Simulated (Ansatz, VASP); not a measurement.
# InCl3 in two plane-wave programs, part 2 of 2

One calculation is typed for both programs; each brings its own data sets. How far apart do they land? The cell is generated by rule, not measured, and may not be a known phase. The cell is taken from a series of runs on this material, whose earlier steps may have relaxed, scaled, displaced or heated it; both programs get it as it stands.

VASP 6.6.1 and Ansatz 0.2.0.

So far: The starting structure; Ansatz: zone-centre phonons, PBEsol.

### Step 3. VASP: zone-centre phonons, PBEsol

Level of this step: PBEsol; plane waves and PAW (In_d, Cl); invented cell (VASP).

The same cell, functional, mesh and smearing now go to VASP, with its own data sets.

Lines of VASP's logs that name or quote its potential files are left out, and so is its time.

File INCAR:

```
SYSTEM = InCl3
PREC = Accurate
ENCUT = 500
EDIFF = 1E-08
NELM = 120
ISMEAR = 1
SIGMA = 0.2
LREAL = .FALSE.
ALGO = Normal
GGA = PS
NBANDS = 23
LORBIT = 11
LWAVE = .FALSE.
LCHARG = .FALSE.
ISIF = 2
IBRION = 8
LASPH = .TRUE.
GGA_COMPAT = .FALSE.
KPAR = 2
```

File POSCAR:

```
InCl3
1.0
    5.0239648185      0.0000000000      0.0000000000
    0.0000000000      5.0239648185      0.0000000000
    0.0000000000      0.0000000000      5.0239648185
In Cl
1 3
Direct
    0.0000000000      0.0000000000      0.0000000000
    0.5000000000      0.0000000000      0.0000000000
    0.0000000000      0.5000000000      0.0000000000
    0.0000000000      0.0000000000      0.5000000000
```

File KPOINTS:

```
Automatic mesh
0
Gamma
8 8 8
0 0 0
```

PAW data sets: In_d and Cl (PBE family, release 64).

On the command line:

```sh
mpirun -np 2 vasp_std
```

Numbers of over 12 decimals in the logs are rounded to 6 here.

Log:

```text
[banner, memory and clock lines left out]
running    2 mpi-ranks, on    1 nodes
 distrk:  each k-point on    1 cores,    2 groups
 distr:  one band on    1 cores,    1 groups

 POSCAR found type information on POSCAR InCl
 POSCAR found :  2 types and       4 ions
|                                                                             |
|               ----> ADVICE to this user running VASP <----                  |
|                                                                             |
|     You enforced a specific xc type in the INCAR file but a different       |
|     [... a line on the potential file left out ...]
|     I HOPE YOU KNOW WHAT YOU ARE DOING!                                     |
|                                                                             |

 LDA part: xc-table for (Slater+PW92), standard interpolation
 POSCAR, INCAR and KPOINTS ok, starting setup
 FFT: planning ... GRIDC
 FFT: planning ... GRID_SOFT
 FFT: planning ... GRID
 WAVECAR not read
 entering main loop
       N       E                     dE             d eps       ncg     rms          rms(c)
DAV:   1     0.314970441720E+03    0.31497E+03   -0.14632E+04  1610   0.138E+03
DAV:   2     0.265926267324E+02   -0.28838E+03   -0.27361E+03  1931   0.345E+02
DAV:   3    -0.117574883186E+02   -0.38350E+02   -0.37287E+02  1975   0.130E+02
DAV:   4    -0.133507679109E+02   -0.15933E+01   -0.15861E+01  2089   0.321E+01
DAV:   5    -0.134292980953E+02   -0.78530E-01   -0.78512E-01  2403   0.639E+00    0.733E+00
DAV:   6    -0.126191161778E+02    0.81018E+00   -0.12387E+00  2462   0.211E+01    0.495E+00
DAV:   7    -0.125104515913E+02    0.10866E+00   -0.40514E-01  2425   0.115E+01    0.203E+00
DAV:   8    -0.125079121586E+02    0.25394E-02   -0.92624E-02  2237   0.329E+00    0.435E-01
DAV:   9    -0.125077094707E+02    0.20269E-03   -0.42140E-03  2497   0.895E-01    0.196E-01
DAV:  10    -0.125077114280E+02   -0.19574E-05   -0.62598E-04  2540   0.409E-01    0.730E-02
DAV:  11    -0.125077298966E+02   -0.18469E-04   -0.18262E-04  2539   0.155E-01    0.202E-02
DAV:  12    -0.125077312466E+02   -0.13500E-05   -0.78093E-06  2235   0.283E-02    0.931E-03
DAV:  13    -0.125077325784E+02   -0.13318E-05   -0.22582E-06  2191   0.357E-02    0.332E-03
DAV:  14    -0.125077323257E+02    0.25274E-06   -0.31337E-07  2514   0.136E-02    0.187E-03
DAV:  15    -0.125077322952E+02    0.30516E-07   -0.12353E-07  2505   0.736E-03    0.106E-03
DAV:  16    -0.125077322957E+02   -0.54251E-09   -0.37016E-08  1793   0.165E-03
   1 F= -.12507732E+02 E0= -.12510432E+02  d E =0.810043E-02
 Linear response reoptimize wavefunctions to high precision
DAV:   1    -0.125077322592E+02    0.36552E-07   -0.25423E-09  1421   0.538E-04
DAV:   2    -0.125077322593E+02   -0.78217E-10   -0.75806E-10  1442   0.288E-04
 Linear response DOF=           3
 Linear response progress:
  Degree of freedom:   1/  3
       N       E                     dE             d eps       ncg     rms          rms(c)
RMM:   1    -0.237537340821E+00   -0.23754E+00    0.39658E-02  4535   0.545E+00
RMM:   2    -0.239041829552E+00   -0.15045E-02   -0.14609E-02  5464   0.108E+00    0.206E-01
RMM:   3    -0.238883268321E+00    0.15856E-03   -0.17040E-03  6346   0.327E-01    0.108E-01
RMM:   4    -0.238611813207E+00    0.27146E-03   -0.29748E-04  6322   0.116E-01    0.581E-02
RMM:   5    -0.238485399312E+00    0.12641E-03   -0.29871E-05  6197   0.426E-02    0.148E-02
RMM:   6    -0.238494172351E+00   -0.87730E-05   -0.52595E-06  6325   0.155E-02    0.414E-03
RMM:   7    -0.238525585139E+00   -0.31413E-04   -0.10728E-06  6368   0.595E-03    0.139E-03
RMM:   8    -0.238532745246E+00   -0.71601E-05   -0.32483E-07  6739   0.256E-03    0.105E-03
RMM:   9    -0.238527712647E+00    0.50326E-05   -0.11355E-07  6548   0.125E-03    0.320E-04
RMM:  10    -0.238528394007E+00   -0.68136E-06   -0.41478E-08  6754   0.592E-04    0.158E-04
RMM:  11    -0.238528610948E+00   -0.21694E-06   -0.13544E-08  7017   0.328E-04    0.951E-05
RMM:  12    -0.238528810239E+00   -0.19929E-06   -0.11598E-08  6719   0.185E-04    0.297E-05
RMM:  13    -0.238528904955E+00   -0.94717E-07   -0.66514E-09  6883   0.122E-04    0.202E-05
RMM:  14    -0.238528904867E+00    0.88594E-10   -0.51708E-09  7174   0.861E-05    0.421E-06
 first order change of Fermi-energy   0.98727E-04
 force on displaced ion       1 direction 1 :  -3.661   0.000  -0.000
 Linear response progress:
  Degree of freedom:   2/  3
       N       E                     dE             d eps       ncg     rms          rms(c)
RMM:   1    -0.205844987854E+00   -0.20584E+00    0.16935E-02  7157   0.237E+00
RMM:   2    -0.201704039670E+00    0.41409E-02   -0.28876E-03  6056   0.656E-01    0.257E-01
RMM:   3    -0.202976819110E+00   -0.12728E-02   -0.15000E-03  6094   0.226E-01    0.106E-01
RMM:   4    -0.203566847019E+00   -0.59003E-03   -0.38090E-04  6463   0.977E-02    0.302E-02
RMM:   5    -0.203501759310E+00    0.65088E-04   -0.20462E-05  6371   0.309E-02    0.111E-02
RMM:   6    -0.203482537834E+00    0.19221E-04   -0.43392E-06  6494   0.128E-02    0.462E-03
RMM:   7    -0.203502312704E+00   -0.19775E-04   -0.75564E-07  6602   0.518E-03    0.320E-03
RMM:   8    -0.203507953426E+00   -0.56407E-05   -0.21034E-07  7002   0.204E-03    0.110E-03
RMM:   9    -0.203504221828E+00    0.37316E-05   -0.17126E-07  6879   0.106E-03    0.111E-03
RMM:  10    -0.203504908598E+00   -0.68677E-06   -0.30638E-07  6796   0.405E-04    0.188E-04
RMM:  11    -0.203505692707E+00   -0.78411E-06    0.81552E-09  6945   0.310E-04    0.154E-04
RMM:  12    -0.203505669525E+00    0.23182E-07    0.41917E-07  7313   0.150E-04    0.647E-05
RMM:  13    -0.203505695693E+00   -0.26168E-07    0.39863E-08  7145   0.979E-05    0.555E-05
RMM:  14    -0.203505726611E+00   -0.30919E-07    0.67118E-08  7428   0.821E-05    0.633E-06
RMM:  15    -0.203505723722E+00    0.28897E-08    0.51796E-08  7158   0.767E-05    0.583E-06
 first order change of Fermi-energy  -0.14564E-03
 force on displaced ion       2 direction 1 :  -7.490  -0.000   0.000
 Linear response progress:
  Degree of freedom:   3/  3
       N       E                     dE             d eps       ncg     rms          rms(c)
RMM:   1    -0.203075492192E+00   -0.20308E+00   -0.14410E-02 11777   0.204E+00
RMM:   2    -0.201573338316E+00    0.15022E-02   -0.48935E-03 10409   0.444E-01    0.561E-02
RMM:   3    -0.201765909123E+00   -0.19257E-03   -0.43453E-04 11098   0.130E-01    0.374E-02
RMM:   4    -0.202040480540E+00   -0.27457E-03   -0.58307E-05 10646   0.457E-02    0.139E-02
RMM:   5    -0.202120290565E+00   -0.79810E-04   -0.68305E-06 11220   0.143E-02    0.410E-03
RMM:   6    -0.202082848204E+00    0.37442E-04   -0.13849E-06 10704   0.538E-03    0.128E-03
RMM:   7    -0.202089240851E+00   -0.63926E-05   -0.14490E-07 11057   0.171E-03    0.468E-04
RMM:   8    -0.202094946125E+00   -0.57053E-05    0.16504E-07 10136   0.904E-04    0.145E-04
RMM:   9    -0.202093115089E+00    0.18310E-05    0.14181E-06 11222   0.413E-04    0.131E-04
RMM:  10    -0.202092938110E+00    0.17698E-06   -0.33970E-07 11601   0.209E-04    0.329E-05
RMM:  11    -0.202093245697E+00   -0.30759E-06   -0.23254E-07 11538   0.151E-04    0.254E-05
RMM:  12    -0.202093155503E+00    0.90194E-07    0.39327E-07 11681   0.119E-04    0.702E-06
RMM:  13    -0.202093146683E+00    0.88197E-08    0.12400E-07 12121   0.106E-04    0.412E-06
RMM:  14    -0.202093153312E+00   -0.66282E-08    0.27151E-07 11325   0.101E-04    0.381E-07
RMM:  15    -0.202093152124E+00    0.11874E-08    0.25505E-07  9960   0.994E-05    0.584E-07
RMM:  16    -0.202093153111E+00   -0.98725E-09    0.26976E-07  9371   0.989E-05    0.249E-07
RMM:  17    -0.202093153131E+00   -0.19923E-10    0.26334E-07  9279   0.987E-05    0.168E-07
RMM:  18    -0.202093153264E+00   -0.13295E-09    0.26570E-07  9251   0.985E-05    0.177E-07
RMM:  19    -0.202093153142E+00    0.12207E-09    0.26387E-07  9268   0.985E-05    0.141E-07
RMM:  20    -0.202093153182E+00   -0.40196E-10    0.26775E-07  9282   0.984E-05    0.122E-07
RMM:  21    -0.202093153078E+00    0.10405E-09    0.26659E-07  9296   0.984E-05    0.791E-08
 first order change of Fermi-energy  -0.37798E-04
 force on displaced ion       2 direction 2 :   0.000   0.087   0.000
 Linear response finished
```

From OUTCAR (step 3):

```text
ion  position               nearest neighbor table
   1  0.000  0.000  0.000-   2 2.51   3 2.51   4 2.51   4 2.51   3 2.51   2 2.51
   2  0.500  0.000  0.000-   1 2.51   1 2.51
   3  0.000  0.500  0.000-   1 2.51   1 2.51
   4  0.000  0.000  0.500-   1 2.51   1 2.51

  LATTYP: Found a simple cubic cell.
 ALAT       =     5.0239648185

 Subroutine GETGRP returns: Found 48 space group operations
 (whereof 48 operations were pure point group operations)

The static configuration has the point symmetry O_h .

 Found     35 irreducible k-points:

   k-points           NKPTS =     35   k-points in BZ     NKDIM =     35   number of bands    NBANDS=     23

   dimension x,y,z NGX =    40 NGY =   40 NGZ =   40
   dimension x,y,z NGXF=    80 NGYF=   80 NGZF=   80

   ENCUT  =  500.0 eV  36.75 Ry    6.06 a.u.   9.16  9.16  9.16*2*pi/ulx,y,z

   NELECT =      34.0000    total number of electrons

 k-points in reciprocal lattice and weights: Automatic mesh
   0.00000000  0.00000000  0.00000000       0.002
   0.12500000  0.00000000  0.00000000       0.012
   0.25000000  0.00000000  0.00000000       0.012
   0.37500000  0.00000000  0.00000000       0.012
   0.50000000  0.00000000  0.00000000       0.006
   0.12500000  0.12500000  0.00000000       0.023
   0.25000000  0.12500000  0.00000000       0.047
   0.37500000  0.12500000  0.00000000       0.047
   0.50000000  0.12500000  0.00000000       0.023
[...]
0.50000000  0.50000000  0.37500000       0.012
   0.50000000  0.50000000  0.50000000       0.002

 average (electrostatic) potential at core
       1-100.7302       2 -94.5486       3 -94.5486       4 -94.5486

  Total       -0.0272672     -0.0272672     -0.0272672      0.0000000     -0.0000000     -0.0000000
  in kB       -0.3445174     -0.3445174     -0.3445174      0.0000000     -0.0000000     -0.0000000
  external PRESSURE =      -0.3445174 kB  Pullay stress =       0.0000000 kB

  energy-cutoff  :      500.00
  volume of cell :      126.81
      direct lattice vectors                 reciprocal lattice vectors
     5.023964818  0.000000000  0.000000000     0.199045980  0.000000000  0.000000000
     0.000000000  5.023964818  0.000000000     0.000000000  0.199045980  0.000000000
     0.000000000  0.000000000  5.023964818     0.000000000  0.000000000  0.199045980

 POSITION                                       TOTAL-FORCE (eV/Angst)
 -----------------------------------------------------------------------------------
      0.00000      0.00000      0.00000         0.000000      0.000000      0.000000
      2.51198      0.00000      0.00000         0.000000      0.000000      0.000000
      0.00000      2.51198      0.00000         0.000000      0.000000      0.000000
      0.00000      0.00000      2.51198         0.000000      0.000000      0.000000
 -----------------------------------------------------------------------------------
    total drift:                                0.000000      0.000000     -0.000000

 Eigenvectors and eigenvalues of the dynamical matrix
 ----------------------------------------------------

   1 f  =    7.881234 THz    49.519255 2PiTHz  262.889675 cm-1    32.594151 meV
             X         Y         Z           dx          dy          dz
      0.000000  0.000000  0.000000     0.000000   -0.000000   -0.372453
      2.511982  0.000000  0.000000    -0.000000   -0.000000   -0.121962
      0.000000  2.511982  0.000000     0.000000    0.000000   -0.121962
      0.000000  0.000000  2.511982     0.000000   -0.000000    0.911882

   2 f  =    7.881234 THz    49.519255 2PiTHz  262.889675 cm-1    32.594151 meV
             X         Y         Z           dx          dy          dz
      0.000000  0.000000  0.000000     0.372452    0.000627    0.000000
      2.511982  0.000000  0.000000    -0.911881    0.000205   -0.000000
      0.000000  2.511982  0.000000     0.121962   -0.001534    0.000000
      0.000000  0.000000  2.511982     0.121962    0.000205    0.000000

   3 f  =    7.881234 THz    49.519255 2PiTHz  262.889675 cm-1    32.594151 meV
             X         Y         Z           dx          dy          dz
      0.000000  0.000000  0.000000    -0.000627    0.372452    0.000000
      2.511982  0.000000  0.000000     0.001534    0.121962    0.000000
      0.000000  2.511982  0.000000    -0.000205   -0.911881   -0.000000
      0.000000  0.000000  2.511982    -0.000205    0.121962    0.000000

   4 f  =    0.057775 THz     0.363013 2PiTHz    1.927176 cm-1     0.238939 meV
             X         Y         Z           dx          dy          dz
      0.000000  0.000000  0.000000    -0.015117   -0.290023    0.681355
      2.511982  0.000000  0.000000    -0.008247   -0.148630    0.349179
      0.000000  2.511982  0.000000    -0.007747   -0.158216    0.349179
      0.000000  0.000000  2.511982    -0.007747   -0.148630    0.371699

   5 f  =    0.057775 THz     0.363013 2PiTHz    1.927176 cm-1     0.238939 meV
             X         Y         Z           dx          dy          dz
      0.000000  0.000000  0.000000     0.054404    0.679220    0.290322
      2.511982  0.000000  0.000000     0.029679    0.348085    0.148783
      0.000000  2.511982  0.000000     0.027881    0.370534    0.148783
      0.000000  0.000000  2.511982     0.027881    0.348085    0.158379

   6 f  =    0.057775 THz     0.363013 2PiTHz    1.927176 cm-1     0.238939 meV
             X         Y         Z           dx          dy          dz
      0.000000  0.000000  0.000000    -0.738511    0.055973    0.007440
      2.511982  0.000000  0.000000    -0.402879    0.028685    0.003813
      0.000000  2.511982  0.000000    -0.378470    0.030535    0.003813
      0.000000  0.000000  2.511982    -0.378470    0.028685    0.004059

   7 f/i=    1.115282 THz     7.007522 2PiTHz   37.201794 cm-1     4.612433 meV
             X         Y         Z           dx          dy          dz
      0.000000  0.000000  0.000000     0.000000   -0.000000    0.000000
      2.511982  0.000000  0.000000     0.000000   -0.025849    0.362635
      0.000000  2.511982  0.000000    -0.606488   -0.000000   -0.362635
      0.000000  0.000000  2.511982     0.606488    0.025849    0.000000

   8 f/i=    1.115282 THz     7.007522 2PiTHz   37.201794 cm-1     4.612433 meV
             X         Y         Z           dx          dy          dz
      0.000000  0.000000  0.000000    -0.000000    0.000000   -0.000000
      2.511982  0.000000  0.000000    -0.000000   -0.668187   -0.210001
      0.000000  2.511982  0.000000    -0.097086    0.000000    0.210001
      0.000000  0.000000  2.511982     0.097086    0.668187   -0.000000

   9 f/i=    1.115282 THz     7.007522 2PiTHz   37.201794 cm-1     4.612433 meV
             X         Y         Z           dx          dy          dz
      0.000000  0.000000  0.000000    -0.000000    0.000000   -0.000000
      2.511982  0.000000  0.000000    -0.000000   -0.229909    0.569557
      0.000000  2.511982  0.000000     0.350352    0.000000   -0.569557
      0.000000  0.000000  2.511982    -0.350352    0.229909   -0.000000

  10 f/i=    1.624676 THz    10.208139 2PiTHz   54.193349 cm-1     6.719116 meV
             X         Y         Z           dx          dy          dz
      0.000000  0.000000  0.000000     0.003014   -0.002655   -0.559175
      2.511982  0.000000  0.000000     0.000389    0.002772    0.583979
      0.000000  2.511982  0.000000    -0.003148   -0.000343    0.583979
      0.000000  0.000000  2.511982    -0.003148    0.002772   -0.072180

  11 f/i=    1.624676 THz    10.208139 2PiTHz   54.193349 cm-1     6.719116 meV
             X         Y         Z           dx          dy          dz
      0.000000  0.000000  0.000000    -0.308638   -0.466299    0.000550
      2.511982  0.000000  0.000000    -0.039840    0.486983   -0.000574
      0.000000  2.511982  0.000000     0.322329   -0.060191   -0.000574
      0.000000  0.000000  2.511982     0.322329    0.486983    0.000071

  12 f/i=    1.624676 THz    10.208139 2PiTHz   54.193349 cm-1     6.719116 meV
             X         Y         Z           dx          dy          dz
      0.000000  0.000000  0.000000    -0.466289    0.308627   -0.003979
      2.511982  0.000000  0.000000    -0.060190   -0.322318    0.004155
      0.000000  2.511982  0.000000     0.486973    0.039839    0.004155
      0.000000  0.000000  2.511982     0.486973   -0.322318   -0.000514

 ELASTIC MODULI CONTR FROM IONIC RELAXATION (kBar)
 Direction    XX          YY          ZZ          XY          YZ          ZX
 --------------------------------------------------------------------------------
 XX           0.0000      0.0000      0.0000      0.0000      0.0000      0.0000
 YY           0.0000      0.0000      0.0000      0.0000      0.0000      0.0000
 ZZ           0.0000      0.0000      0.0000      0.0000      0.0000      0.0000
 XY           0.0000      0.0000      0.0000      0.0000      0.0000      0.0000
 YZ           0.0000      0.0000      0.0000      0.0000      0.0000      0.0000
 ZX           0.0000      0.0000      0.0000      0.0000      0.0000      0.0000
 --------------------------------------------------------------------------------
```

### Step 4. Side by side

Known differences besides the potentials themselves: the cutoff is 420 eV in Ansatz and 500 eV in VASP; Ansatz makes its cores anew for this functional, VASP keeps those of its PBE data sets. Total energies have different zeros and are not compared.

Compared:

| quantity | Ansatz | VASP | difference |
| --- | --- | --- | --- |
| optical mode 1 to 3 (imaginary, printed as negative) (cm⁻¹) | -55.4 | -54.2 | -1.2 |
| optical mode 4 to 6 (imaginary, printed as negative) (cm⁻¹) | -37.4 | -37.2 | -0.2 |
| optical mode 7 to 9 (cm⁻¹) | 261.9 | 262.9 | -0.39 % |

Modes are paired by rising frequency, not by their patterns, so a pair may set unlike modes beside each other; they are those without the splitting of longitudinal modes.

### Step 5. What came out

```
r.m.s. difference of the optical zone-centre modes, each program's sorted by frequency (zone-centre phonons, PBEsol) : 0.94 cm⁻¹
```

What this shows: The r.m.s. difference of the optical zone-centre modes, each program's sorted by frequency is 0.94 cm⁻¹ (zone-centre phonons, PBEsol). Such differences can come from data sets, numerical settings and the points named under the comparisons, not from the functional's error against experiment.

[Lines on the potential files, build, host, timing and source positions are cut from VASP's logs without a mark.]

[Logs are printed without paths, hosts, clocks, repeated set-up lines and the standing remarks that a program may print on its own settings, such as how far it seeks lower states.]

[Hosts, paths, dates, database ids (printed as entryN), source tags and the programs' standing remarks are cut or masked in the printed files.]
